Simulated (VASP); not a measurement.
Calculation: PBEsol GGA, VASP's PBE PAW potentials (set 64) (plane waves; VASP 6.6.1).

A VASP calculation is set up with these files.

File POSCAR:
```
HoSi
1.0
  2.0660076385  -5.1891894173   0.0000000000
  2.0660076385   5.1891894173   0.0000000000
  0.0000000000   0.0000000000   3.7908897984
Ho Si
2 2
Cartesian
  2.0660076385   3.7340625877   0.9477224496
  2.0660076385  -3.7340625877   2.8431673488
  2.0660076385   0.7968256956   0.9477224496
  2.0660076385  -0.7968256956   2.8431673488
```

**KPOINTS**
```
Automatic mesh
0
Gamma
8 8 8
0 0 0
```

INCAR:
```
SYSTEM = HoSi
PREC = Accurate; ENCUT = 480; LREAL = .False.
LASPH = .True.
EDIFF = 1E-7; NELM = 100; ALGO = Normal
LMAXMIX = 6
ISMEAR = 1; SIGMA = 0.1
GGA = PS
ISIF = 2
LWAVE = .False.; LCHARG = .False.
```

POTCAR, in this order: Ho_3 Si (PBE.64 set). Program: vasp_std.

The 4f electrons are frozen in the core of the lanthanide potential, so 4f levels, which can set the real gap, and their magnetism are missing.

Question: Estimate the energy per atom (σ→0), pressure, largest force, band gap (on the k-mesh).

Answer: 
```json
{
 "energy per atom (σ→0)": "-6.242 eV/atom",
 "band gap (on the k-mesh)": "none (metal, semimetal or under 0.01 eV)",
 "pressure": "1.52 GPa",
 "largest_force": "0.108 eV/Å"
}
```

File OSZICAR:
```
...
DAV:   8    -0.249686116104E+02    0.81395E-02   -0.42101E-02  6220   0.151E+00    0.385E-01
DAV:   9    -0.249684881424E+02    0.12347E-03   -0.37714E-03  6100   0.484E-01    0.253E-01
DAV:  10    -0.249684586338E+02    0.29509E-04   -0.33997E-04  5716   0.117E-01    0.120E-01
DAV:  11    -0.249684583151E+02    0.31869E-06   -0.24159E-05  5404   0.408E-02    0.254E-02
DAV:  12    -0.249684577132E+02    0.60186E-06   -0.24948E-06  5980   0.131E-02    0.861E-03
DAV:  13    -0.249684575637E+02    0.14952E-06   -0.39197E-07  4377   0.614E-03    0.953E-04
DAV:  14    -0.249684575950E+02   -0.31316E-07   -0.50633E-08  3014   0.373E-03
   1 F= -.24968458E+02 E0= -.24968472E+02  d E =0.431714E-04
```

The structure comes from a computed database's HoSi entry (Cmcm); how it stands against other phases isn't given here. This cell was strained or had an atom moved on purpose.
